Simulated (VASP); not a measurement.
Consider the following.

```xyz
1
Lattice="-1.6721 1.6721 1.6721 1.6721 -1.6721 1.6721 1.6721 1.6721 -1.6721" Properties=species:S:1:pos:R:3 pbc="T T T"
Nb     0.0000     0.0000     0.0000
```

These are vdW-DF2, VASP's PBE PAW potentials (set 64) (plane waves; VASP) values and carry that method's errors. Run with 520 eV cut-off, 15×15×15 Γ-centred mesh, first-order Methfessel-Paxton smearing of 0.10 eV, potentials Nb_sv.

### Question
Give the stress tensor in GPa (positive for a compressed cell).

### Answer

```
4.92  0.00  0.00
0.00  4.92  0.00
0.00  0.00  4.92
```
The pressure is its mean diagonal, 4.92 GPa.

The compound is Nb in the bcc structure. This cell is one point of a volume scan, at 0.97 of the reference volume.
